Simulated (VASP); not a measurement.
# GaN: exact exchange and RPA correlation, part 5 of 6

Wanted: where the RPA puts the energy minimum of GaN. The scan starts from a database cell scaled to its smallest volume. The cell is of the zinc-blende type, which need not be the form that is stable at ambient conditions. The start is a computed cell from a database.

VASP 6.6.1, plane waves and PAW; the level of theory is named at each step.

So far. Step 22 (Comparison: HSE06, volume ratio 0.99): Its energy is -7.3714 eV an atom, on a zero of its own. Step 23 (Orbitals, volume ratio 1.02): The run ends at a pressure of -9.86 GPa.

### Step 24. Exact exchange, volume ratio 1.02

This step: Hartree-Fock energy on LDA orbitals; plane waves and PAW (Ga_d_GW, N_GW) (VASP 6.6.1).

Exact exchange at this point.

Contents of INCAR:

```
SYSTEM = GaN
PREC = Accurate
ENCUT = 470
ISMEAR = 0
SIGMA = 0.05
LREAL = .FALSE.
GGA = CA
NBANDS = 15
ALGO = Eigenval
NELM = 1
LHFCALC = .TRUE.
AEXX = 1
ALDAC = 0
AGGAC = 0
PRECFOCK = Normal
LWAVE = .FALSE.
LCHARG = .FALSE.
```

Contents of POSCAR:

```
GaN
1.0
    0.0000000000      2.2684248875      2.2684248875
    2.2684248875      0.0000000000      2.2684248875
    2.2684248875      2.2684248875      0.0000000000
Ga N
1 1
Direct
    0.0000000000      0.0000000000      0.0000000000
    0.2500000000      0.2500000000      0.2500000000
```

Contents of KPOINTS:

```
Automatic mesh
0
Gamma
6 6 6
0 0 0
```

Potentials, in the order of the species: Ga_d_GW and N_GW (LDA family, release 64).

The WAVECAR or CHGCAR of an earlier step is read.

On the command line:

```
mpirun -np 4 vasp_std
```

What it wrote:

```text
[... set-up lines as in an earlier step ...]
 entering main loop
       N       E                     dE             d eps       ncg     rms          rms(c)
EIG:   1    -0.226620E+02   -0.22662E+02    0.00000E+00     0   0.000E+00
   1 F= -.22662039E+02 E0= -.22662039E+02  d E =-.570125E-28
```

Wall time 56 s (4 MPI ranks of Intel Xeon 6975P-C (Granite Rapids), shared host); peak memory 0.42 GiB; 2.5 min of CPU time.

Parts of OUTCAR (step 24):

```text
 POSITION                                       TOTAL-FORCE (eV/Angst)
 -----------------------------------------------------------------------------------
      0.00000      0.00000      0.00000         0.000000     -0.000000     -0.000000
      1.13421      1.13421      1.13421        -0.000000      0.000000      0.000000
 -----------------------------------------------------------------------------------
    total drift:                                0.000002      0.000002      0.000002

  FREE ENERGIE OF THE ION-ELECTRON SYSTEM (eV)
  ---------------------------------------------------
  free  energy   TOTEN  =       -22.6620386928 eV

  energy  without entropy=      -22.6620386928  energy(sigma->0) =      -22.66203869

[... 2 parts as in an earlier step ...]

[... 1 further part left out ...]
[key lines of the parts left out:]
E-fermi :   5.0010
```

The Hartree-Fock energy on these orbitals is -11.3310 eV an atom.

### Step 25. Empty bands, volume ratio 1.02

This step: LDA; plane waves and PAW (Ga_d_GW, N_GW) (VASP 6.6.1).

The empty bands are made again, for the run that follows.

Contents of INCAR:

```
SYSTEM = GaN
PREC = Accurate
ENCUT = 470
ISMEAR = 0
SIGMA = 0.05
LREAL = .FALSE.
GGA = CA
NBANDS = 548
ALGO = Exact
NELM = 1
LWAVE = .TRUE.
LCHARG = .FALSE.
LOPTICS = .TRUE.
NEDOS = 1000
CSHIFT = 0.1
```

POSCAR is that of step 24.

KPOINTS is that of step 24.

On the command line:

```
mpirun -np 4 vasp_std
```

What it wrote:

```text
[banner, memory and clock lines left out]
running    4 mpi-ranks, on    1 nodes
[...]
LDA part: xc-table for (Slater(with rela. corr.)+CA(PZ))
 , standard interpolation
 found WAVECAR, reading the header
  number of bands has changed, file:    15 present:   548
  trying to continue reading WAVECAR, but it might fail
 POSCAR, INCAR and KPOINTS ok, starting setup
[...]
reading WAVECAR
 random initialization beyond band           15
 the WAVECAR file was read successfully
 initial charge from wavefunction
 entering main loop
       N       E                     dE             d eps       ncg     rms          rms(c)
DIA:   1    -0.139117E+02   -0.13912E+02    0.00000E+00     0   0.000E+00
   1 F= -.13911703E+02 E0= -.13911703E+02  d E =-.580110E-35
 writing wavefunctions
 optical routines
 imaginary and real dielectric function
 recalculating local potential from charge density
 direction            1
 direction            2
 direction            3
```

Wall time 5 s (4 MPI ranks); peak memory 0.54 GiB.

OUTCAR, selected parts (step 25):

```text
  Total       -1.4374518     -1.4374518     -1.4374518      0.0000000      0.0000000      0.0000000
  in kB      -98.6508145    -98.6508145    -98.6508145      0.0000000      0.0000000      0.0000000
  external PRESSURE =     -98.6508145 kB  Pullay stress =       0.0000000 kB

 POSITION                                       TOTAL-FORCE (eV/Angst)
 -----------------------------------------------------------------------------------
      0.00000      0.00000      0.00000         0.000000      0.000000      0.000000
      1.13421      1.13421      1.13421        -0.000000     -0.000000     -0.000000
 -----------------------------------------------------------------------------------
    total drift:                                0.000002      0.000002      0.000001

  FREE ENERGIE OF THE ION-ELECTRON SYSTEM (eV)
  ---------------------------------------------------
  free  energy   TOTEN  =       -13.9117034565 eV

  energy  without entropy=      -13.9117034565  energy(sigma->0) =      -13.91170346

[... 1 part as in an earlier step ...]

[... 2 further parts left out ...]
[key lines of the parts left out:]
E-fermi :   5.0509
```

WAVECAR now holds 548 bands for 18 electrons.

### Step 26. RPA correlation, volume ratio 1.02

This step: RPA correlation on LDA orbitals; plane waves and PAW (Ga_d_GW, N_GW) (VASP 6.6.1).

RPA correlation at this point.

Contents of INCAR:

```
SYSTEM = GaN
PREC = Accurate
ENCUT = 470
ISMEAR = 0
SIGMA = 0.05
LREAL = .FALSE.
GGA = CA
NBANDS = 548
ALGO = ACFDT
ENCUTGW = 200
NOMEGA = 12
PRECFOCK = Fast
LWAVE = .FALSE.
LCHARG = .FALSE.
```

POSCAR is that of step 25.

KPOINTS is that of step 25.

On the command line:

```
mpirun -np 4 vasp_std
```

What it wrote:

```text
[banner, memory and clock lines left out]
running    4 mpi-ranks, on    1 nodes
[...]
LDA part: xc-table for (Slater(with rela. corr.)+CA(PZ))
 , standard interpolation
 found WAVECAR, reading the header
 POSCAR, INCAR and KPOINTS ok, starting setup
[...]
reading WAVECAR
 the WAVECAR file was read successfully
 initial charge from wavefunction
 available memory per node:    266.31 GB, setting MAXMEM to    272702

 The Fermi energy was updated, please check that it is located mid-gap
 values below the HOMO (VB) or above the LUMO (CB) will cause erroneous energies
 E-fermi :   5.4320

 the WAVEDER file was read successfully
 set NWRITE>2 for more details about minimax calculation
 number of imaginary grid points requested:      12
 number of distinct grids requested:  1
 quadrature errors minimized for energies in [ 0.162E+01, 0.473E+03 ]
 bosonic grid (T=0, re) determined with error: 0.5879E-07
 bosonic grid (re): 0.5879E-07
       0.3861       1.2570       2.4592       4.3408       7.4924
[...]
NQ=  10    0.3333    0.3333    0.0000,
|.........|.........|.........|.........
 performed     124530000 updates of chi_q(r,r)
 total number of BLAS operations      23837.98 Gflops
NQ=  11    0.5000    0.3333    0.0000,
|.........|.........|.........|.........
 performed     136983000 updates of chi_q(r,r)
 total number of BLAS operations      25903.94 Gflops
NQ=  12   -0.3333    0.3333    0.0000,
|.........|.........|.........|.........
 performed     149436000 updates of chi_q(r,r)
 total number of BLAS operations      27912.90 Gflops
NQ=  13    0.5000    0.5000    0.0000,
|.........|.........|.........|.........
 performed     161889000 updates of chi_q(r,r)
 total number of BLAS operations      30154.61 Gflops
NQ=  14    0.5000    0.3333    0.1667,
|.........|.........|.........|.........
 performed     174342000 updates of chi_q(r,r)
 total number of BLAS operations      32396.31 Gflops
NQ=  15   -0.3333    0.3333    0.1667,
|.........|.........|.........|.........
 performed     186795000 updates of chi_q(r,r)
 total number of BLAS operations      34638.02 Gflops
NQ=  16   -0.3333    0.5000    0.1667,
|.........|.........|.........|.........
 performed     199248000 updates of chi_q(r,r)
 total number of BLAS operations      36879.72 Gflops
 entering main loop
```

The job ended after 6.3 min (4 MPI ranks; peak memory 1.7 GiB).

Parts of OUTCAR (step 26):

```text
      cutoff energy     smooth cutoff   RPA   correlation   Hartree contr. to MP2
---------------------------------------------------------------------------------
            200.000           160.000      -17.7013081789      -29.0674718510
            190.476           152.381      -17.4828323479      -28.7346921906
            181.406           145.125      -17.2509460753      -28.3799255973
            172.768           138.214      -17.0042124623      -28.0013159612
            164.541           131.632      -16.7462147176      -27.6047446273
            156.705           125.364      -16.4747679830      -27.1871364575
            149.243           119.394      -16.1947561584      -26.7563288301
            142.136           113.709      -15.9039538325      -26.3091726042
  linear regression

[... 2 parts as in an earlier step ...]

[... 2 further parts left out ...]
[key lines of the parts left out:]
E-fermi :   5.4320
```

The correlation energy is -10.187 eV an atom, -10 meV against the point before. With exact exchange the total is -21.5177 eV an atom.

### Step 27. Comparison: r2SCAN, volume ratio 1.02

This step: r2SCAN; plane waves and PAW (Ga_d_GW, N_GW) (VASP 6.6.1).

The comparison at this point.

Contents of INCAR:

```
SYSTEM = GaN
PREC = Accurate
ENCUT = 470
EDIFF = 1E-06
NELM = 100
ISMEAR = 0
SIGMA = 0.05
LREAL = .FALSE.
ALGO = Normal
METAGGA = R2SCAN
LASPH = .TRUE.
NBANDS = 15
LWAVE = .FALSE.
LCHARG = .FALSE.
KPAR = 4
```

POSCAR is that of step 26.

KPOINTS is that of step 26.

On the command line:

```
mpirun -np 4 vasp_std
```

What it wrote:

```text
[... set-up lines as in an earlier step ...]
 entering main loop
       N       E                     dE             d eps       ncg     rms          rms(c)
DAV:   1    -0.160704E+02   -0.16070E+02   -0.10915E+04   512   0.183E+03
DAV:   2    -0.153510E+03   -0.13744E+03   -0.13103E+03   536   0.380E+02
DAV:   3    -0.162294E+03   -0.87848E+01   -0.87337E+01   606   0.113E+02
DAV:   4    -0.162467E+03   -0.17251E+00   -0.17249E+00   564   0.178E+01
[...]
DAV:  10    -0.157019E+03   -0.17265E-03   -0.65216E-04   578   0.597E-01    0.234E-02
DAV:  11    -0.157019E+03    0.15457E-04   -0.11643E-04   648   0.405E-01    0.138E-02
DAV:  12    -0.157019E+03   -0.42729E-06   -0.97241E-06   711   0.546E-02
   1 F= -.15701889E+03 E0= -.15701889E+03  d E =-.177112E-15
```

Run time: 8.2 s. Hardware: 4 MPI ranks; peak memory 0.5 GiB; 21 s of CPU time.

OUTCAR, selected parts (step 27):

```text
  Total       -0.5775275     -0.5775275     -0.5775275      0.0000000      0.0000000      0.0000000
  in kB      -39.6351055    -39.6351055    -39.6351055      0.0000000      0.0000000      0.0000000
  external PRESSURE =     -39.6351055 kB  Pullay stress =       0.0000000 kB

 POSITION                                       TOTAL-FORCE (eV/Angst)
 -----------------------------------------------------------------------------------
      0.00000      0.00000      0.00000         0.000000      0.000000     -0.000000
      1.13421      1.13421      1.13421        -0.000000     -0.000000      0.000000
 -----------------------------------------------------------------------------------
    total drift:                                0.000338      0.000338      0.000333

  FREE ENERGIE OF THE ION-ELECTRON SYSTEM (eV)
  ---------------------------------------------------
  free  energy   TOTEN  =      -157.0188945947 eV

  energy  without entropy=     -157.0188945947  energy(sigma->0) =     -157.01889459

[... 2 parts as in an earlier step ...]

[... 1 further part left out ...]
[key lines of the parts left out:]
E-fermi :   4.9760
```

Its energy is -78.5094 eV an atom, on a zero of its own.

### Step 28. Orbitals for comparison: HSE06, volume ratio 1.02

This step: LDA; plane waves and PAW (Ga_d_GW, N_GW) (VASP 6.6.1).

Starting orbitals, as before.

Contents of INCAR:

```
SYSTEM = GaN
PREC = Accurate
ENCUT = 470
EDIFF = 1E-05
NELM = 100
ISMEAR = 0
SIGMA = 0.05
LREAL = .FALSE.
ALGO = Normal
GGA = CA
NBANDS = 15
LORBIT = 11
LWAVE = .TRUE.
LCHARG = .FALSE.
KPAR = 4
```

POSCAR is that of step 27.

KPOINTS is that of step 27.

On the command line:

```
mpirun -np 4 vasp_std
```

What it wrote:

```text
[... set-up lines as in an earlier step ...]
 entering main loop
       N       E                     dE             d eps       ncg     rms          rms(c)
[... 10 cycles as in an earlier step ...]
DAV:  11    -0.139117E+02    0.60446E-05   -0.31014E-05   611   0.138E-01
   1 F= -.13911703E+02 E0= -.13911703E+02  d E =-.425588E-17
 writing wavefunctions
```

Wall time 1.8 s (4 MPI ranks); peak memory 0.45 GiB; 3.1 s of CPU time.

Parts of OUTCAR (step 28):

```text
  Total       -1.4132355     -1.4132355     -1.4132355      0.0000000      0.0000000      0.0000000
  in kB      -96.9888753    -96.9888753    -96.9888753      0.0000000      0.0000000      0.0000000
  external PRESSURE =     -96.9888753 kB  Pullay stress =       0.0000000 kB

 POSITION                                       TOTAL-FORCE (eV/Angst)
 -----------------------------------------------------------------------------------
      0.00000      0.00000      0.00000        -0.000000     -0.000000     -0.000000
      1.13421      1.13421      1.13421         0.000000      0.000000      0.000000
 -----------------------------------------------------------------------------------
    total drift:                                0.000001      0.000001      0.000001

  FREE ENERGIE OF THE ION-ELECTRON SYSTEM (eV)
  ---------------------------------------------------
  free  energy   TOTEN  =       -13.9117028199 eV

  energy  without entropy=      -13.9117028199  energy(sigma->0) =      -13.91170282

[... 2 parts as in an earlier step ...]

[... 1 further part left out ...]
[key lines of the parts left out:]
E-fermi :   4.9070
```

The run ends at a pressure of -9.70 GPa.

### Step 29. Comparison: HSE06, volume ratio 1.02

This step: HSE06; plane waves and PAW (Ga_d_GW, N_GW) (VASP 6.6.1).

The comparison at this point.

Contents of INCAR:

```
SYSTEM = GaN
PREC = Accurate
ENCUT = 470
EDIFF = 1E-06
NELM = 100
ISMEAR = 0
SIGMA = 0.05
LREAL = .FALSE.
ALGO = Normal
LHFCALC = .TRUE.
AEXX = 0.25
GGA = PE
HFSCREEN = 0.2
LASPH = .TRUE.
NBANDS = 15
PRECFOCK = Fast
LWAVE = .FALSE.
LCHARG = .FALSE.
KPAR = 4
```

POSCAR is that of step 28.

KPOINTS is that of step 28.

The WAVECAR or CHGCAR of an earlier step is read.

On the command line:

```
mpirun -np 4 vasp_std
```

What it wrote:

```text
[... set-up lines as in an earlier step ...]
 entering main loop
       N       E                     dE             d eps       ncg     rms          rms(c)
DAV:   1    -0.147702E+02   -0.14770E+02   -0.11950E+00   648   0.348E+01    0.108E+00
DAV:   2    -0.147406E+02    0.29587E-01   -0.15239E-01   707   0.117E+01    0.585E-01
DAV:   3    -0.147357E+02    0.48883E-02   -0.19803E-02   662   0.338E+00    0.317E-01
DAV:   4    -0.147355E+02    0.14666E-03   -0.14162E-03   641   0.530E-01    0.193E-01
[...]
DAV:   8    -0.147352E+02    0.80105E-05   -0.31574E-06   599   0.343E-02    0.187E-02
DAV:   9    -0.147352E+02    0.28180E-05   -0.96993E-07   338   0.178E-02    0.110E-02
DAV:  10    -0.147352E+02    0.88780E-06   -0.57719E-07   331   0.101E-02
   1 F= -.14735186E+02 E0= -.14735186E+02  d E =-.339088E-13
```

The job ended after 81 s (4 MPI ranks; peak memory 0.87 GiB).

Parts of OUTCAR (step 29):

```text
 POSITION                                       TOTAL-FORCE (eV/Angst)
 -----------------------------------------------------------------------------------
      0.00000      0.00000      0.00000         0.000000     -0.000000     -0.000000
      1.13421      1.13421      1.13421        -0.000000      0.000000      0.000000
 -----------------------------------------------------------------------------------
    total drift:                                0.000092      0.000061      0.000056

  FREE ENERGIE OF THE ION-ELECTRON SYSTEM (eV)
  ---------------------------------------------------
  free  energy   TOTEN  =       -14.7351855807 eV

  energy  without entropy=      -14.7351855807  energy(sigma->0) =      -14.73518558

[... 2 parts as in an earlier step ...]

[... 1 further part left out ...]
[key lines of the parts left out:]
E-fermi :   4.3861
```

Its energy is -7.3676 eV an atom, on a zero of its own.

### Step 30. Orbitals, volume ratio 1.06

This step: LDA; plane waves and PAW (Ga_d_GW, N_GW) (VASP 6.6.1).

The same chain follows at a volume ratio of 1.06.

Contents of INCAR:

```
SYSTEM = GaN
PREC = Accurate
ENCUT = 470
EDIFF = 1E-08
NELM = 100
ISMEAR = 0
SIGMA = 0.05
LREAL = .FALSE.
ALGO = Normal
GGA = CA
NBANDS = 15
LORBIT = 11
LWAVE = .TRUE.
LCHARG = .FALSE.
KPAR = 4
```

Contents of POSCAR:

```
GaN
1.0
    0.0000000000      2.2976981147      2.2976981147
    2.2976981147      0.0000000000      2.2976981147
    2.2976981147      2.2976981147      0.0000000000
Ga N
1 1
Direct
    0.0000000000      0.0000000000      0.0000000000
    0.2500000000      0.2500000000      0.2500000000
```

KPOINTS is that of step 29.

On the command line:

```
mpirun -np 4 vasp_std
```

What it wrote:

```text
[... set-up lines as in an earlier step ...]
 entering main loop
       N       E                     dE             d eps       ncg     rms          rms(c)
DAV:   1     0.112756E+03    0.11276E+03   -0.10492E+04   543   0.175E+03
DAV:   2    -0.834829E+01   -0.12110E+03   -0.11603E+03   529   0.357E+02
DAV:   3    -0.156093E+02   -0.72610E+01   -0.72143E+01   606   0.999E+01
DAV:   4    -0.157368E+02   -0.12748E+00   -0.12746E+00   565   0.145E+01
[...]
DAV:  12    -0.138450E+02   -0.15986E-06   -0.28165E-06   606   0.310E-02    0.148E-03
DAV:  13    -0.138450E+02   -0.19354E-08   -0.30484E-07   646   0.610E-03    0.252E-04
DAV:  14    -0.138450E+02    0.91559E-08   -0.56084E-09   373   0.134E-03
   1 F= -.13845035E+02 E0= -.13845035E+02  d E =-.446592E-22
 writing wavefunctions
```

It took 1.6 s on 4 MPI ranks; peak memory 0.46 GiB; 4.4 s of CPU time.

OUTCAR, selected parts (step 30):

```text
  Total       -2.3456162     -2.3456162     -2.3456162      0.0000000      0.0000000     -0.0000000
  in kB     -154.9025759   -154.9025759   -154.9025759      0.0000000      0.0000000     -0.0000000
  external PRESSURE =    -154.9025759 kB  Pullay stress =       0.0000000 kB

 POSITION                                       TOTAL-FORCE (eV/Angst)
 -----------------------------------------------------------------------------------
      0.00000      0.00000      0.00000         0.000000      0.000000      0.000000
      1.14885      1.14885      1.14885        -0.000000     -0.000000     -0.000000
 -----------------------------------------------------------------------------------
    total drift:                                0.000001      0.000001      0.000001

  FREE ENERGIE OF THE ION-ELECTRON SYSTEM (eV)
  ---------------------------------------------------
  free  energy   TOTEN  =       -13.8450352815 eV

  energy  without entropy=      -13.8450352815  energy(sigma->0) =      -13.84503528

[... 1 part as in an earlier step ...]

[... 2 further parts left out ...]
[key lines of the parts left out:]
E-fermi :   4.5568
```

The run ends at a pressure of -15.49 GPa.

### Step 31. Exact exchange, volume ratio 1.06

This step: Hartree-Fock energy on LDA orbitals; plane waves and PAW (Ga_d_GW, N_GW) (VASP 6.6.1).

Exact exchange at this point.

Contents of INCAR:

```
SYSTEM = GaN
PREC = Accurate
ENCUT = 470
ISMEAR = 0
SIGMA = 0.05
LREAL = .FALSE.
GGA = CA
NBANDS = 15
ALGO = Eigenval
NELM = 1
LHFCALC = .TRUE.
AEXX = 1
ALDAC = 0
AGGAC = 0
PRECFOCK = Normal
LWAVE = .FALSE.
LCHARG = .FALSE.
```

POSCAR is that of step 30.

KPOINTS is that of step 30.

The WAVECAR or CHGCAR of an earlier step is read.

On the command line:

```
mpirun -np 4 vasp_std
```

What it wrote:

```text
[... set-up lines as in an earlier step ...]
 entering main loop
       N       E                     dE             d eps       ncg     rms          rms(c)
EIG:   1    -0.226015E+02   -0.22602E+02    0.00000E+00     0   0.000E+00
   1 F= -.22601510E+02 E0= -.22601510E+02  d E =-.788671E-31
```

Elapsed: 35 s, on 4 MPI ranks; peak memory 0.42 GiB; 2.3 min of CPU time.

OUTCAR, selected parts (step 31):

```text
 POSITION                                       TOTAL-FORCE (eV/Angst)
 -----------------------------------------------------------------------------------
      0.00000      0.00000      0.00000         0.000000      0.000000     -0.000000
      1.14885      1.14885      1.14885        -0.000000     -0.000000      0.000000
 -----------------------------------------------------------------------------------
    total drift:                                0.000001      0.000001      0.000001

  FREE ENERGIE OF THE ION-ELECTRON SYSTEM (eV)
  ---------------------------------------------------
  free  energy   TOTEN  =       -22.6015098852 eV

  energy  without entropy=      -22.6015098852  energy(sigma->0) =      -22.60150989

[... 2 parts as in an earlier step ...]

[... 1 further part left out ...]
[key lines of the parts left out:]
E-fermi :   4.6259
```

The Hartree-Fock energy on these orbitals is -11.3008 eV an atom.

(Continued in part 6 of 6.)

[Long decimals in the printed logs are rounded to 6 places.]

[Lines on the potential files, build, host, timing and source positions are cut from VASP's logs without a mark.]

[Logs are printed without paths, hosts, clocks, repeated set-up lines and the standing remarks that a program may print on its own settings, such as how far it seeks lower states.]

[Hosts, paths, dates, database ids (printed as entryN), source tags and the programs' standing remarks are cut or masked in the printed files.]

[Measured values are set beside computed ones only where the two were judged alike; some that the calculation misses by far are left out.]

[Pressures printed for these runs are not shown converged in the cutoff: they can be off by several GPa and have the wrong sign.]
